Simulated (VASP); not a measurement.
# Nb2SiO2: density of states with PBE

The system is Nb2SiO2.

```
Nb Si O
1.0
     3.01556    0.00000    0.00000
    -1.50778    2.61155    0.00000
     0.00000    0.00000   18.85938
Nb Si O
4 2 4
Cartesian
  1.5078 0.8705 6.7620
  0.0000 1.7410 12.0974
  1.5078 0.8705 2.6677
  0.0000 1.7410 16.1917
  0.0000 1.7410 4.7148
  1.5078 0.8705 14.1445
  0.0000 1.7410 7.9042
  1.5078 0.8705 10.9552
  0.0000 1.7410 1.5255
  1.5078 0.8705 17.3339
```

The cell was built by a generator and needn't be a form met in nature.

```json
{
 "Program": "VASP 6.6.1",
 "Task": "density of states",
 "Functional": "PBE",
 "Potentials or basis": "VASP PAW PBE potentials, release 64 (Nb_sv, Si, O)",
 "Cutoff": "520 eV",
 "k mesh": "12 × 12 × 2",
 "Occupations": "gaussian, width 0.1 eV",
 "Spin": "no spin polarisation",
 "k mesh for the DOS": "18 × 18 × 3",
 "Occupations for the DOS": "tetrahedron",
 "Further INCAR settings": "ALGO = Normal; EDIFF = 1e-07; NBANDS = 53"
}
```

```yaml
Valence_electrons_inside_the_program's_atomic_spheres: Nb 10.59; Si 1.63; O 4.99
```

Levels at points of the mesh, in eV from the Fermi level:
```tsv
k point	band 39	band 40	band 41	band 42	band 43	band 44	band 45	band 46
(0.00, 0.00, 0.00)	0.05	0.06	0.06	0.08	0.27	0.35	0.35	0.36
(0.50, 0.00, 0.00)	-1.02	-0.91	-0.72	-0.63	0.55	0.55	0.55	0.56
```

States per cell in windows of 1 eV (zero at the Fermi level; states under -8 eV left out):
```
from (eV)  total  Nb1_d  Nb2_d  Nb3_d  Nb4_d  O7_p  O8_p
     -8.0   0.75   0.02   0.02   0.02   0.02  0.01  0.01
     -7.0   4.34   0.19   0.19   0.19   0.19  0.37  0.37
     -6.0   8.05   0.35   0.35   0.35   0.35  0.78  0.78
     -5.0  13.08   0.54   0.54   0.54   0.54  1.61  1.61
     -4.0   4.72   0.22   0.22   0.22   0.22  0.23  0.23
     -3.0   2.72   0.17   0.17   0.17   0.17  0.11  0.11
     -2.0   4.21   0.41   0.41   0.41   0.41  0.15  0.15
     -1.0   3.47   0.38   0.38   0.38   0.38  0.17  0.17
      0.0   9.97   1.42   1.42   1.42   1.42  0.20  0.20
      1.0   2.32   0.39   0.39   0.39   0.39  0.05  0.05
      2.0   4.93   0.65   0.65   0.65   0.65  0.10  0.10
      3.0   5.37   0.88   0.88   0.88   0.88  0.13  0.13
      4.0   0.47   0.08   0.08   0.08   0.08  0.01  0.01
      5.0   0.00   0.00   0.00   0.00   0.00  0.00  0.00
      6.0   0.00   0.00   0.00   0.00   0.00  0.00  0.00
```

Wall time 3.5 min on 4 MPI ranks on Intel(R) Xeon(R) Platinum 8259CL CPU @ 2.50GHz (Skylake/Cascade Lake), with other jobs on the host, peak memory 0.57 GiB a rank.
